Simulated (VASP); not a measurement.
Level of theory: PBEsol GGA, VASP's PBE PAW potentials (set 64) (plane waves; VASP).

The input files of a VASP run:

**KPOINTS**
```
Automatic mesh
0
Gamma
12 12 12
0 0 0
```

**INCAR**
```
ALGO = Normal
EDIFF = 1E-6
EDIFFG = -0.02
ENCUT = 520
GGA = PS
IBRION = 2
ISIF = 3
ISMEAR = 1
LASPH = .True.
LCHARG = .False.
LMAXMIX = 6
LREAL = .False.
LWAVE = .False.
NELM = 100
NSW = 60
PREC = Accurate
SIGMA = 0.1
SYSTEM = WSi2
```

**POSCAR**
```
WSi2
1
   -1.6025933516     1.6025933516     3.9077674992
    1.6025933516    -1.6025933516     3.9077674992
    1.6025933516     1.6025933516    -3.9077674992
Si W
2 1
Direct
  0.6651243211   0.6651243211   0.0000000000
  0.3348756789   0.3348756789   0.0000000000
  0.0000000000   0.0000000000   0.0000000000
```

POTCAR, in this order: Si W_sv (PBE.64 set). Program: vasp_std.

Output

### OSZICAR
```
       N       E                     dE             d eps       ncg     rms          rms(c)
DAV:   1     0.126029422343E+03    0.12603E+03   -0.11229E+04  4890   0.149E+03
DAV:   2    -0.234097726702E+02   -0.14944E+03   -0.14757E+03  5653   0.363E+02
DAV:   3    -0.274852117513E+02   -0.40754E+01   -0.39700E+01  6501   0.514E+01
DAV:   4    -0.275161527679E+02   -0.30941E-01   -0.30940E-01  5674   0.515E+00
DAV:   5    -0.275165280760E+02   -0.37531E-03   -0.37530E-03  6514   0.572E-01    0.264E+01
DAV:   6    -0.267606672204E+02    0.75586E+00   -0.41133E+00  5877   0.153E+01    0.934E+00
DAV:   7    -0.266645255570E+02    0.96142E-01   -0.26210E-01  5555   0.308E+00    0.452E+00
DAV:   8    -0.266402443008E+02    0.24281E-01   -0.45664E-02  6332   0.183E+00    0.295E-01
DAV:   9    -0.266396853513E+02    0.55895E-03   -0.10942E-03  5751   0.288E-01    0.169E-01
DAV:  10    -0.266395571295E+02    0.12822E-03   -0.29087E-04  6136   0.175E-01    0.377E-02
DAV:  11    -0.266395519327E+02    0.51969E-05   -0.33009E-05  6241   0.476E-02    0.152E-02
DAV:  12    -0.266395518873E+02    0.45369E-07   -0.14922E-06  4071   0.858E-03
   1 F= -.26639552E+02 E0= -.26639576E+02  d E =-.266396E+02
       N       E                     dE             d eps       ncg     rms          rms(c)
DAV:   1    -0.266401696754E+02   -0.61774E-03   -0.17491E-02  5338   0.126E+00    0.126E-01
DAV:   2    -0.266399397463E+02    0.22993E-03   -0.73056E-04  6388   0.225E-01    0.592E-02
DAV:   3    -0.266398626972E+02    0.77049E-04   -0.15141E-04  6031   0.966E-02    0.192E-02
DAV:   4    -0.266398587254E+02    0.39718E-05   -0.12882E-05  5772   0.299E-02    0.489E-03
DAV:   5    -0.266398585750E+02    0.15037E-06   -0.60813E-07  2970   0.622E-03
   2 F= -.26639859E+02 E0= -.26639899E+02  d E =-.306688E-03
       N       E                     dE             d eps       ncg     rms          rms(c)
DAV:   1    -0.266398734879E+02   -0.14762E-04   -0.34652E-04  5289   0.177E-01    0.180E-02
DAV:   2    -0.266398690692E+02    0.44186E-05   -0.14333E-05  6409   0.316E-02    0.841E-03
DAV:   3    -0.266398675515E+02    0.15177E-05   -0.29160E-06  4269   0.134E-02    0.273E-03
DAV:   4    -0.266398675046E+02    0.46957E-07   -0.37182E-07  2592   0.579E-03
   3 F= -.26639868E+02 E0= -.26639906E+02  d E =-.315617E-03
```

**OUTCAR**
```
------------------------ aborting loop because EDIFF is reached ----------------------------------------
  FORCE on cell =-STRESS in cart. coord.  units (eV):
  Direction    XX          YY          ZZ          XY          YZ          ZX
  --------------------------------------------------------------------------------------
  Total       -0.0050879     -0.0050879     -0.0599960      0.0000000      0.0000000      0.0000000
  in kB       -0.2030189     -0.2030189     -2.3939809      0.0000000      0.0000000      0.0000000
  external PRESSURE =      -0.9333396 kB  Pullay stress =       0.0000000 kB
  volume of cell :       40.15
      direct lattice vectors                 reciprocal lattice vectors
    -1.601858409  1.601858409  3.912048894     0.000000000  0.312137451  0.127810264
     1.601858409 -1.601858409  3.912048894     0.312137451  0.000000000  0.127810264
     1.601858409  1.601858409 -3.912048894     0.312137451  0.312137451  0.000000000
 POSITION                                       TOTAL-FORCE (eV/Angst)
 -----------------------------------------------------------------------------------
      0.00000      0.00000      5.20728         0.000000      0.000000      0.008950
      0.00000      0.00000      2.61682        -0.000000     -0.000000     -0.008950
      0.00000      0.00000      0.00000         0.000000      0.000000      0.000000
 -----------------------------------------------------------------------------------
    total drift:                                0.000000      0.000000     -0.000000
  FREE ENERGIE OF THE ION-ELECTRON SYSTEM (eV)
  ---------------------------------------------------
  free  energy   TOTEN  =       -26.6398675046 eV

  energy  without entropy=      -26.6399828830  energy(sigma->0) =      -26.63990596

 reached required accuracy - stopping structural energy minimisation
```
(Selected blocks of OUTCAR.)

File CONTCAR:
```
WSi2
   1.00000000000000
    -1.6018584087731906    1.6018584087731906    3.9120488936583890
     1.6018584087731906   -1.6018584087731906    3.9120488936583890
     1.6018584087731906    1.6018584087731906   -3.9120488936583890
  Si              W
     2     1
Direct
     0.6655434232543851    0.6655434232543851    0.0000000000000000
     0.3344565767456149    0.3344565767456149    0.0000000000000000
     0.0000000000000000    0.0000000000000000    0.0000000000000000
```

The compound is WSi2 in the MoSi2 type structure. This run relaxes it. Symmetry was kept, so distortions that lower it aren't found. The start is the result of an earlier pass.
